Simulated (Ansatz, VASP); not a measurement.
## KSrH3 in two plane-wave programs

Aim: how closely do two programs agree when they are given the same cell, functional and k mesh? The cell is generated by rule, not measured, and may not be a known phase. The cell is taken from a series of runs on this material, whose earlier steps may have relaxed, scaled, displaced or heated it; both programs get it as it stands.

Program: Ansatz 0.2.0. Level of theory: plane waves, with VASP 6.6.1 beside it; zone-centre phonons at PBEsol. Results are calculated unless marked as measured.

The structure was built from a prototype and need not be the compound's stable phase.

**1. Set-up**

It takes space group I4/mcm (No. 140, tetragonal). Conventional cell: a = 6.531 Å, b = 6.531 Å, c = 9.507 Å, α = 90.00°, β = 90.00°, γ = 90.00°. Nearest to K lie 4 H at 2.88 Å. Nearest to Sr lie 6 H at 2.38 to 2.41 Å. Nearest to H lie 2 Sr at 2.41 Å and 2 K at 2.88 Å. Nearest to H lie 2 Sr at 2.38 Å. Farther neighbours are not listed.

Coordinates:

```xyz
10
Lattice="-3.2654 3.2654 4.7536 3.2654 -3.2654 4.7536 3.2654 3.2654 -4.7536" Properties=species:S:1:pos:R:3 pbc="T T T"
K     3.2654    0.0000    2.3768
K     0.0000    3.2654    2.3768
Sr    0.0000    0.0000    0.0000
Sr    0.0000    0.0000    4.7536
H     4.4133    1.1478    0.0000
H    -1.1478    2.1176    4.7536
H     0.0000    0.0000    2.3768
H     0.0000    0.0000    7.1304
H     2.1176    1.1478    4.7536
H     1.1478    2.1176    0.0000
```

**2. VASP: zone-centre phonons, PBEsol**

Second derivatives magnify differences that forces hide, and they need a tight electronic threshold.

Lines of VASP's logs that name or quote its potential files are left out, and so is its time.

Input file INCAR:

```
SYSTEM = KSrH3
PREC = Accurate
ENCUT = 500
EDIFF = 1E-08
NELM = 120
ISMEAR = 0
SIGMA = 0.01
LREAL = .FALSE.
ALGO = Normal
GGA = PS
NBANDS = 32
LORBIT = 11
LWAVE = .FALSE.
LCHARG = .FALSE.
ISIF = 2
IBRION = 8
LEPSILON = .TRUE.
LASPH = .TRUE.
GGA_COMPAT = .FALSE.
EFERMI = MIDGAP
KPAR = 2
```

Input file POSCAR:

```
KSrH3
1.0
   -3.2654395121      3.2654395121      4.7536199455
    3.2654395121     -3.2654395121      4.7536199455
    3.2654395121      3.2654395121     -4.7536199455
K Sr H
2 2 6
Direct
    0.2500000000      0.7500000000      0.5000000000
    0.7500000000      0.2500000000      0.5000000000
    0.0000000000      0.0000000000      0.0000000000
    0.5000000000      0.5000000000      0.0000000000
    0.1757542113      0.6757542113      0.8515084226
    0.8242457887      0.3242457887      0.1484915774
    0.2500000000      0.2500000000      0.0000000000
    0.7500000000      0.7500000000      0.0000000000
    0.6757542113      0.8242457887      0.5000000000
    0.3242457887      0.1757542113      0.5000000000
```

Input file KPOINTS:

```
Automatic mesh
0
Gamma
6 6 6
0 0 0
```

Potentials, in the order of the species: K_sv, Sr_sv and H (PBE family, release 64).

On the command line:

```sh
$ mpirun -np 2 vasp_std
```

Numbers of over 12 decimals in the logs are rounded to 6 here.

What it wrote:

```text
[banner, memory and clock lines left out]
running    2 mpi-ranks, on    1 nodes
 distrk:  each k-point on    1 cores,    2 groups
 distr:  one band on    1 cores,    1 groups

 POSCAR found type information on POSCAR K SrH
 POSCAR found :  3 types and      10 ions
|                                                                             |
|               ----> ADVICE to this user running VASP <----                  |
|                                                                             |
|     You enforced a specific xc type in the INCAR file but a different       |
|     [... a line on the potential file left out ...]
|     I HOPE YOU KNOW WHAT YOU ARE DOING!                                     |
|                                                                             |

 LDA part: xc-table for (Slater+PW92), standard interpolation
 POSCAR, INCAR and KPOINTS ok, starting setup
 FFT: planning ... GRIDC
 FFT: planning ... GRID_SOFT
 FFT: planning ... GRID
 WAVECAR not read
 entering main loop
       N       E                     dE             d eps       ncg     rms          rms(c)
DAV:   1     0.261395070526E+03    0.26140E+03   -0.19285E+04  1920   0.116E+03
DAV:   2    -0.108469537332E+02   -0.27224E+03   -0.26477E+03  2376   0.300E+02
DAV:   3    -0.309328947868E+02   -0.20086E+02   -0.20021E+02  2920   0.652E+01
DAV:   4    -0.318629360555E+02   -0.93004E+00   -0.92808E+00  3008   0.124E+01
DAV:   5    -0.318920154827E+02   -0.29079E-01   -0.29078E-01  2744   0.184E+00    0.289E+01
DAV:   6    -0.295323516278E+02    0.23597E+01   -0.23710E+00  2352   0.452E+00    0.180E+01
DAV:   7    -0.288929814294E+02    0.63937E+00   -0.38377E+00  2464   0.553E+00    0.354E+00
DAV:   8    -0.288891841032E+02    0.37973E-02   -0.53683E-01  2744   0.239E+00    0.106E+00
DAV:   9    -0.288874027066E+02    0.17814E-02   -0.15181E-02  2584   0.464E-01    0.387E-01
DAV:  10    -0.288875331708E+02   -0.13046E-03   -0.12625E-03  2768   0.188E-01    0.400E-01
DAV:  11    -0.288876829082E+02   -0.14974E-03   -0.70420E-04  3000   0.110E-01    0.619E-02
DAV:  12    -0.288876805327E+02    0.23755E-05   -0.54654E-05  2656   0.327E-02    0.457E-02
DAV:  13    -0.288876891588E+02   -0.86261E-05   -0.11592E-05  2424   0.147E-02    0.110E-02
DAV:  14    -0.288876891263E+02    0.32457E-07   -0.20881E-06  2688   0.519E-03    0.466E-03
DAV:  15    -0.288876889835E+02    0.14280E-06   -0.14899E-07  2952   0.158E-03    0.336E-03
DAV:  16    -0.288876889646E+02    0.18931E-07   -0.30614E-08  1968   0.772E-04    0.899E-04
DAV:  17    -0.288876890456E+02   -0.81071E-07   -0.65584E-09  1696   0.402E-04    0.196E-04
DAV:  18    -0.288876890812E+02   -0.35609E-07   -0.14628E-09  1680   0.205E-04    0.359E-04
DAV:  19    -0.288876890826E+02   -0.13820E-08   -0.33532E-10  1656   0.924E-05
   1 F= -.28887689E+02 E0= -.28887689E+02  d E =0.000000E+00
 Linear response reoptimize wavefunctions to high precision
DAV:   1    -0.288876890790E+02    0.36189E-08   -0.17820E-10  1656   0.624E-05
DAV:   2    -0.288876890790E+02   -0.37289E-10   -0.81007E-11  1616   0.364E-05
 Linear response G [H, r] |phi>, progress :
  Direction:   1
       N       E                     dE             d eps       ncg     rms
RMM:   1    -0.140178461233E+03   -0.14018E+03    0.15987E+03  3314   0.138E+02
RMM:   2    -0.144663391588E+03   -0.44849E+01   -0.41327E+01  3760   0.270E+01
RMM:   3    -0.146011999677E+03   -0.13486E+01   -0.12826E+01  4571   0.927E+00
RMM:   4    -0.146359082236E+03   -0.34708E+00   -0.35107E+00  4642   0.395E+00
RMM:   5    -0.146487275128E+03   -0.12819E+00   -0.17328E+00  4787   0.231E+00
RMM:   6    -0.146544158634E+03   -0.56884E-01   -0.63980E-01  4895   0.125E+00
RMM:   7    -0.146562841662E+03   -0.18683E-01   -0.27743E-01  4866   0.756E-01
RMM:   8    -0.146570976598E+03   -0.81349E-02   -0.83350E-02  4932   0.446E-01
RMM:   9    -0.146574678458E+03   -0.37019E-02   -0.22788E-02  4946   0.274E-01
RMM:  10    -0.146576598179E+03   -0.19197E-02    0.51929E-03  4933   0.169E-01
RMM:  11    -0.146577257999E+03   -0.65982E-03    0.72959E-03  4876   0.106E-01
RMM:  12    -0.146577609877E+03   -0.35188E-03    0.39763E-03  4838   0.668E-02
RMM:  13    -0.146577714002E+03   -0.10413E-03    0.35881E-03  4787   0.431E-02
RMM:  14    -0.146577770916E+03   -0.56914E-04    0.19852E-03  4759   0.284E-02
RMM:  15    -0.146577787790E+03   -0.16874E-04    0.73542E-04  4740   0.193E-02
RMM:  16    -0.146577796881E+03   -0.90909E-05    0.13034E-03  4751   0.136E-02
RMM:  17    -0.146577800099E+03   -0.32183E-05    0.64989E-05  4704   0.100E-02
RMM:  18    -0.146577801502E+03   -0.14026E-05    0.58505E-04  4691   0.771E-03
RMM:  19    -0.146577802195E+03   -0.69328E-06   -0.62177E-05  4679   0.627E-03
RMM:  20    -0.146577802294E+03   -0.98512E-07    0.56945E-05  4674   0.535E-03
[...]
RMM:  12    -0.308822065698E+00    0.58937E-06   -0.55874E-06 11934   0.629E-04    0.250E-04
RMM:  13    -0.308821849220E+00    0.21648E-06   -0.10168E-06 11630   0.405E-04    0.218E-04
RMM:  14    -0.308821533811E+00    0.31541E-06   -0.11606E-06 10757   0.286E-04    0.132E-04
RMM:  15    -0.308821689096E+00   -0.15528E-06   -0.20278E-07 10615   0.209E-04    0.598E-05
RMM:  16    -0.308821482772E+00    0.20632E-06   -0.60363E-07 10562   0.156E-04    0.253E-05
[...]
RMM:   5    -0.171149259744E-01   -0.15257E-03   -0.40904E-05 10018   0.130E-02    0.551E-03
RMM:   6    -0.171091216391E-01    0.58043E-05   -0.17637E-05 11193   0.510E-03    0.287E-03
RMM:   7    -0.171136062803E-01   -0.44846E-05   -0.91470E-06 11205   0.234E-03    0.196E-03
RMM:   8    -0.171116154984E-01    0.19908E-05   -0.71624E-06 10630   0.138E-03    0.102E-03
RMM:   9    -0.171109143303E-01    0.70117E-06   -0.40182E-06 11522   0.703E-04    0.404E-04
RMM:  10    -0.171107784182E-01    0.13591E-06   -0.26693E-06 11676   0.390E-04    0.260E-04
RMM:  11    -0.171107495798E-01    0.28838E-07   -0.12147E-06 12151   0.232E-04    0.197E-04
RMM:  12    -0.171106501370E-01    0.99443E-07   -0.77919E-07 11776   0.136E-04    0.766E-05
RMM:  13    -0.171105926927E-01    0.57444E-07    0.48553E-09 11548   0.858E-05    0.461E-05
RMM:  14    -0.171105917107E-01    0.98206E-09    0.71542E-10 12378   0.536E-05    0.295E-05
 first order change of Fermi-energy  -0.29761E-01
 force on displaced ion       5 direction 1 :  -2.523   1.586  -0.000
 Born effective charge ion    5 direction 1 :  -1.020   0.096   0.000
 Linear response progress:
  Degree of freedom:   6/  8
       N       E                     dE             d eps       ncg     rms          rms(c)
RMM:   1    -0.163653829802E-01   -0.16365E-01   -0.99622E-03  7985   0.245E-01
RMM:   2    -0.161749229530E-01    0.19046E-03   -0.34815E-04  8525   0.537E-02    0.107E-01
RMM:   3    -0.164516298383E-01   -0.27671E-03   -0.13751E-04  8307   0.336E-02    0.550E-02
RMM:   4    -0.170670180999E-01   -0.61539E-03   -0.18084E-04  8427   0.344E-02    0.802E-03
RMM:   5    -0.171303255892E-01   -0.63307E-04   -0.38863E-05  9999   0.986E-03    0.421E-03
RMM:   6    -0.171243745608E-01    0.59510E-05   -0.23823E-05 10180   0.461E-03    0.138E-03
RMM:   7    -0.171291688353E-01   -0.47943E-05   -0.16755E-05 10679   0.249E-03    0.664E-04
RMM:   8    -0.171269950897E-01    0.21737E-05   -0.96784E-06 11282   0.123E-03    0.371E-04
RMM:   9    -0.171258209406E-01    0.11741E-05   -0.50796E-06 11211   0.610E-04    0.101E-04
RMM:  10    -0.171257389915E-01    0.81949E-07   -0.37410E-06 11944   0.331E-04    0.498E-05
RMM:  11    -0.171255961048E-01    0.14289E-06   -0.17465E-06 11273   0.200E-04    0.532E-05
RMM:  12    -0.171255316429E-01    0.64462E-07   -0.11858E-06 11579   0.122E-04    0.104E-05
RMM:  13    -0.171254973690E-01    0.34274E-07   -0.69933E-07 11779   0.745E-05    0.262E-05
RMM:  14    -0.171254623697E-01    0.34999E-07   -0.39325E-07 11929   0.457E-05    0.878E-06
RMM:  15    -0.171254474302E-01    0.14939E-07   -0.30897E-07 11197   0.292E-05    0.138E-05
RMM:  16    -0.171254415075E-01    0.59227E-08   -0.17396E-07 10856   0.194E-05    0.862E-06
RMM:  17    -0.171254369352E-01    0.45723E-08   -0.10675E-07 10017   0.135E-05    0.977E-06
RMM:  18    -0.171254339822E-01    0.29531E-08   -0.81569E-08  9841   0.992E-06    0.408E-06
 first order change of Fermi-energy  -0.13156E-05
 force on displaced ion       5 direction 3 :  -0.000  -0.000  -0.545
 Born effective charge ion    5 direction 3 :   0.000   0.000  -0.906
 Linear response progress:
  Degree of freedom:   7/  8
       N       E                     dE             d eps       ncg     rms          rms(c)
RMM:   1    -0.162258617063E-01   -0.16226E-01   -0.93637E-03  8071   0.228E-01
RMM:   2    -0.161230533692E-01    0.10281E-03   -0.29081E-04  8656   0.455E-02    0.103E-01
RMM:   3    -0.164026066889E-01   -0.27955E-03   -0.13257E-04  8131   0.312E-02    0.536E-02
RMM:   4    -0.170165148417E-01   -0.61391E-03   -0.14852E-04  8051   0.331E-02    0.770E-03
RMM:   5    -0.170790121427E-01   -0.62497E-04   -0.10163E-05  9384   0.940E-03    0.367E-03
RMM:   6    -0.170678800167E-01    0.11132E-04   -0.29690E-06 10386   0.399E-03    0.107E-03
RMM:   7    -0.170737302757E-01   -0.58503E-05   -0.66256E-07 10230   0.213E-03    0.648E-04
RMM:   8    -0.170727168793E-01    0.10134E-05   -0.17315E-07 11151   0.985E-04    0.287E-04
RMM:   9    -0.170721645452E-01    0.55233E-06   -0.72810E-08 11111   0.490E-04    0.113E-04
RMM:  10    -0.170721553006E-01    0.92446E-08   -0.28833E-08 11500   0.260E-04    0.272E-05
 first order change of Fermi-energy   0.26228E-04
 force on displaced ion       7 direction 1 :  -0.240   0.000   0.000
 Born effective charge ion    7 direction 1 :  -0.912   0.000   0.000
 Linear response progress:
  Degree of freedom:   8/  8
       N       E                     dE             d eps       ncg     rms          rms(c)
RMM:   1    -0.162403645332E-01   -0.16240E-01   -0.36198E-04  4583   0.274E-01
RMM:   2    -0.162260707972E-01    0.14294E-04   -0.78733E-04  4661   0.541E-02    0.398E-01
RMM:   3    -0.165292016547E-01   -0.30313E-03   -0.30168E-04  4520   0.401E-02    0.188E-01
RMM:   4    -0.170451447635E-01   -0.51594E-03   -0.21145E-04  4758   0.323E-02    0.355E-02
RMM:   5    -0.172351765724E-01   -0.19003E-03   -0.59335E-05  4785   0.135E-02    0.635E-03
RMM:   6    -0.172058499054E-01    0.29327E-04   -0.27490E-05  5089   0.498E-03    0.383E-03
RMM:   7    -0.172107209479E-01   -0.48710E-05   -0.20596E-05  5580   0.221E-03    0.274E-03
RMM:   8    -0.172094777724E-01    0.12432E-05   -0.16784E-05  4846   0.160E-03    0.282E-03
RMM:   9    -0.172113433919E-01   -0.18656E-05   -0.13265E-05  5281   0.798E-04    0.269E-04
RMM:  10    -0.172106799979E-01    0.66339E-06   -0.91594E-06  5922   0.371E-04    0.556E-04
RMM:  11    -0.172102309479E-01    0.44905E-06   -0.48211E-06  6080   0.199E-04    0.284E-04
RMM:  12    -0.172102428358E-01   -0.11888E-07   -0.34541E-06  5554   0.121E-04    0.260E-04
RMM:  13    -0.172101424300E-01    0.10041E-06   -0.25757E-06  5930   0.724E-05    0.453E-05
RMM:  14    -0.172100414704E-01    0.10096E-06   -0.13511E-06  5865   0.434E-05    0.655E-05
RMM:  15    -0.172100201578E-01    0.21313E-07   -0.99590E-07  5916   0.276E-05    0.502E-06
RMM:  17    -0.172099696637E-01    0.30940E-07   -0.29004E-07  4986   0.133E-05    0.462E-06
RMM:  18    -0.172099648851E-01    0.47785E-08   -0.19424E-07  4705   0.104E-05    0.417E-06
RMM:  19    -0.172099596077E-01    0.52774E-08   -0.13050E-07  4393   0.878E-06    0.456E-07
RMM:  20    -0.172099563753E-01    0.32325E-08   -0.91723E-08  3866   0.783E-06    0.142E-06
 first order change of Fermi-energy  -0.10382E-04
 force on displaced ion       7 direction 3 :   0.000   0.000  -5.008
 Born effective charge ion    7 direction 3 :   0.000   0.000  -1.110
 Born effective charges drift removed
 Linear response finished
```

(Part 1 of 3 ends here.)

[Lines on the potential files, build, host, timing and source positions are cut from VASP's logs without a mark.]

[Logs are printed without paths, hosts, clocks, repeated set-up lines and the standing remarks that a program may print on its own settings, such as how far it seeks lower states.]

[Hosts, paths, dates, database ids (printed as entryN), source tags and the programs' standing remarks are cut or masked in the printed files.]
